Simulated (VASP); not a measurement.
Wanted: the native input for a VASP 6.6.1 run.

```yaml
Task: relaxation of cell and atoms
Functional: PBE
Potentials_or_basis: VASP PAW PBE potentials, release 64 (Hf_pv, Sn_d, S)
Cutoff: 520 eV
k_mesh: 4 × 3 × 2
Occupations: gaussian, width 0.15 eV
Spin: no spin polarisation
Further_INCAR_settings: PREC = Normal; ALGO = Fast; EDIFF = 0.0001; IBRION = 2; EDIFFG = -0.08; NSW = 24; ISIF = 3
```

The structure of Hf3SnS4 lies in POSCAR:

```
Hf3SnS4
1.0
    3.8127966900      0.0000000000      0.0000000000
    0.0000000000      5.4254300100      0.0000000000
    0.0000000000      0.0000000000      7.6768622100
Hf Sn S
3 1 4
Direct
    0.5000000000      0.5000000000      0.2552588300
    0.0000000000      0.0000000000      0.5000000000
    0.5000000000      0.5000000000      0.7447411700
    0.0000000000      0.0000000000      0.0000000000
    0.0000000000      0.5000000000      0.5000000000
    0.5000000000      0.0000000000      0.7639618500
    0.0000000000      0.5000000000      0.0000000000
    0.5000000000      0.0000000000      0.2360381500
```

The cell was built by a generator and needn't be a form met in nature.

These files were run (other wordings do the same):

INCAR

```
PREC = Normal ; ENCUT = 520
EDIFF = 1E-4 ; ISMEAR = 0
SIGMA = 0.15 ; LREAL = False
LASPH = True ; NELM = 60
ALGO = Fast ; ISIF = 3
LWAVE = False ; LCHARG = False
GGA = PE ; IBRION = 2
NSW = 24 ; EDIFFG = -0.08
```

KPOINTS

```
regular mesh
0
Gamma
  4 3 2
```

Potentials or basis: VASP PAW PBE potentials, release 64 (Hf_pv, Sn_d, S).

Command:

```sh
$ cat potpaw_PBE.64/Hf_pv/POTCAR potpaw_PBE.64/Sn_d/POTCAR potpaw_PBE.64/S/POTCAR > POTCAR
$ mpirun -np 1 vasp_std > vasp.out
```

It gave:

```json
{
 "Relaxed volume": "19.32 Å³/atom",
 "Relaxed cell": "a = 3.753 Å, b = 5.331 Å, c = 7.724 Å, α = 90.00°, β = 90.00°, γ = 90.00°",
 "Space group after relaxing (to 0.05 Å)": "Pmmm (No. 47)",
 "Energy gained by relaxing": "156.8 meV/atom",
 "Ionic steps": "16",
 "Pressure after relaxing": "0.0 GPa",
 "Largest force after relaxing": "0.046 eV/Å",
 "Band gap on the k mesh": "none (metal or under the smearing width)"
}
```

Caveat: the k mesh is coarse (spacing up to 0.41 Å⁻¹), so the values aren't converged; the relaxation stopped at a loose force limit of 0.08 eV/Å, so its end isn't a converged minimum.

Run time: 7.4 min on 1 thread of Intel(R) Xeon(R) Platinum 8259CL CPU @ 2.50GHz (Skylake/Cascade Lake), on a shared host, peak memory 0.23 GiB.
